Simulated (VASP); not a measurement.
Calculation: PBE GGA, VASP's PBE PAW potentials (set 64) (plane waves; VASP 6.6.1).

VASP input:

### KPOINTS
```
Automatic mesh
0
Gamma
14 14 14
0 0 0
```

**INCAR**
```
SYSTEM = Pt
PREC = Accurate; ENCUT = 480; LREAL = .FALSE.
LASPH = .TRUE.
EDIFF = 1E-7; NELM = 100; ALGO = Normal
LMAXMIX = 6
ISMEAR = 1; SIGMA = 0.1
GGA = PE
IBRION = 2; NSW = 40; ISIF = 3
EDIFFG = -0.01; PSTRESS = 20
LWAVE = .FALSE.; LCHARG = .FALSE.
```

### POSCAR
```
Pt
1
   -0.0000000000     1.9780356090     1.9780356090
    1.9780356090     0.0000000000     1.9780356090
    1.9780356090     1.9780356090    -0.0000000000
Pt
1
Direct
  0.0000000000   0.0000000000   0.0000000000
```

POTCAR, in this order: Pt (PBE.64 set). Program: vasp_std.

Output of the run:

**OSZICAR**
```
       N       E                     dE             d eps       ncg     rms          rms(c)
DAV:   1     0.338917453278E+02    0.33892E+02   -0.52141E+03  1976   0.958E+02
DAV:   2    -0.610463275152E+01   -0.39996E+02   -0.38297E+02  1997   0.179E+02
DAV:   3    -0.648209032763E+01   -0.37746E+00   -0.36345E+00  2172   0.174E+01
DAV:   4    -0.648354946101E+01   -0.14591E-02   -0.14579E-02  2128   0.114E+00
DAV:   5    -0.648356040569E+01   -0.10945E-04   -0.10946E-04  2129   0.914E-02    0.119E+01
DAV:   6    -0.614449792174E+01    0.33906E+00   -0.91555E-01  1917   0.866E+00    0.632E+00
DAV:   7    -0.610760968128E+01    0.36888E-01   -0.14805E-01  2030   0.339E+00    0.248E+00
DAV:   8    -0.610431844041E+01    0.32912E-02   -0.43191E-03  2027   0.641E-01    0.460E-01
DAV:   9    -0.610419725014E+01    0.12119E-03   -0.47167E-05  1975   0.728E-02    0.177E-02
DAV:  10    -0.610420211321E+01   -0.48631E-05   -0.20372E-06  2240   0.143E-02    0.251E-03
DAV:  11    -0.610420218344E+01   -0.70235E-07   -0.45505E-08  1430   0.209E-03
   1 F= -.59109823E+01 E0= -.59111024E+01  d E =-.591098E+01
```

### OUTCAR
```
------------------------ aborting loop because EDIFF is reached ----------------------------------------
  FORCE on cell =-STRESS in cart. coord.  units (eV):
  Direction    XX          YY          ZZ          XY          YZ          ZX
  --------------------------------------------------------------------------------------
  Total        0.1939650      0.1939650      0.1939650     -0.0000000      0.0000000     -0.0000000
  in kB       20.0771298     20.0771298     20.0771298     -0.0000000      0.0000000     -0.0000000
  external PRESSURE =       0.0771298 kB  Pullay stress =      20.0000000 kB
  volume of cell :       15.48
      direct lattice vectors                 reciprocal lattice vectors
     0.000000000  1.978035609  1.978035609    -0.252776036  0.252776036  0.252776036
     1.978035609  0.000000000  1.978035609     0.252776036 -0.252776036  0.252776036
     1.978035609  1.978035609  0.000000000     0.252776036  0.252776036 -0.252776036
 POSITION                                       TOTAL-FORCE (eV/Angst)
 -----------------------------------------------------------------------------------
      0.00000      0.00000      0.00000        -0.000000     -0.000000     -0.000000
 -----------------------------------------------------------------------------------
    total drift:                                0.000000     -0.000000     -0.000000
  FREE ENERGIE OF THE ION-ELECTRON SYSTEM (eV)
  ---------------------------------------------------
  free  energy   TOTEN  =        -6.1042021834 eV

  energy  without entropy=       -6.1045623433  energy(sigma->0) =       -6.10432224
  enthalpy is  TOTEN    =        -5.9109823401 eV   P V=        0.1932198434

 reached required accuracy - stopping structural energy minimisation
```
(Selected blocks of OUTCAR.)

**OUTCAR**
```
 val. band max:       10.7413877688   @ k =   0.5000   0.3571   0.0714

 cond. band min:      10.7632143065   @ k =   0.4286   0.1429   0.0000


 Fermi energy:        10.7492232406

 k-point     1 :       0.0000    0.0000    0.0000
  band No.  band energies     occupation
      1       0.8446      2.00000
      2       7.1376      2.00000
      3       7.1376      2.00000
      4       7.1376      2.00000
      5       9.2038      2.00000
      6       9.2038      2.00000
      7      25.4792      0.00000
      8      30.3019      0.00000
      9      30.3019      0.00000

 k-point     2 :       0.0714    0.0000    0.0000
  band No.  band energies     occupation
      1       1.0444      2.00000
      2       7.0514      2.00000
      3       7.2153      2.00000
      4       7.2153      2.00000
      5       9.1617      2.00000
      6       9.1617      2.00000
      7      25.7820      0.00000
      8      29.2747      0.00000
      9      30.6031      0.00000

 k-point     3 :       0.1429    0.0000    0.0000
  band No.  band energies     occupation
      1       1.6129      2.00000
      2       6.8550      2.00000
      3       7.3960      2.00000
      4       7.3960      2.00000
      5       9.1002      2.00000
      6       9.1002      2.00000
      7      26.5282      0.00000
      8      27.3343      0.00000
      9      31.4572      0.00000

 k-point     4 :       0.2143    0.0000    0.0000
  band No.  band energies     occupation
      1       2.4308      2.00000
      2       6.7353      2.00000
      3       7.5132      2.00000
      4       7.5132      2.00000
      5       9.2079      2.00000
      6       9.2079      2.00000
      7      25.1191      0.00000
      8      27.1631      0.00000
      9      32.6630      0.00000

 k-point     5 :       0.2857    0.0000    0.0000
  band No.  band energies     occupation
      1       3.2106      2.00000
      2       7.0298      2.00000
      3       7.4394      2.00000
...
```

Unless said otherwise, spin-orbit coupling is left out, though it shifts the bands of the heavy elements here.

The compound is Pt in the fcc structure. It was relaxed first under an external pressure of 2 GPa.
